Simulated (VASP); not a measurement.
```xyz
12
Lattice="3.4613 0.0000 0.0000 0.0000 3.4613 0.0000 0.0000 0.0000 25.1758" Properties=species:S:1:pos:R:3 pbc="T T T"
Si     0.0000     0.0000     8.2613
Si     0.0000     0.0000    11.7226
Si     0.0000     0.0000    15.1839
Ni     1.7307     1.7307     8.2613
Ni     0.0000     1.7307     9.9919
Ni     1.7307     0.0000     9.9919
Ni     1.7307     1.7307    11.7226
Ni     0.0000     1.7307    13.4532
Ni     1.7307     0.0000    13.4532
Ni     1.7307     1.7307    15.1839
Ni     0.0000     1.7307    16.9146
Ni     1.7307     0.0000    16.9146
```

All values below come from PBEsol GGA, VASP's PBE PAW potentials (set 64) (plane waves; VASP). Numerical set-up: PREC = Normal, EDIFF = 1E-5, 400 eV cut-off, 8×8×1 Γ-centred mesh, first-order Methfessel-Paxton smearing of 0.10 eV, potentials Si Ni.

Problem. The ions are relaxed. Which structure does the run end with?

Solution. 
```xyz
12
Lattice="3.4613 0.0000 0.0000 0.0000 3.4613 0.0000 0.0000 0.0000 25.1758" Properties=species:S:1:pos:R:3 pbc="T T T"
Si     3.4613     0.0000     8.4112
Si     3.4613     0.0000    11.8006
Si     3.4613     0.0000    15.2429
Ni     1.7307     1.7307     8.1985
Ni     0.0000     1.7307     9.9789
Ni     1.7307     0.0000     9.9789
Ni     1.7307     1.7307    11.6886
Ni     0.0000     1.7307    13.4532
Ni     1.7307     0.0000    13.4532
Ni     1.7307     1.7307    15.1712
Ni     3.4613     1.7307    16.8390
Ni     1.7307     0.0000    16.8390
```

Problem. How much energy does the relaxation gain?

Solution. The energy (σ→0) changes by -15.0 meV/atom, in 15 ionic steps.

The cell is a thin slab with vacuum, built from Ni3Si (L1_2): (100) face. The run is not spin-polarised, so no magnetic state was tried.
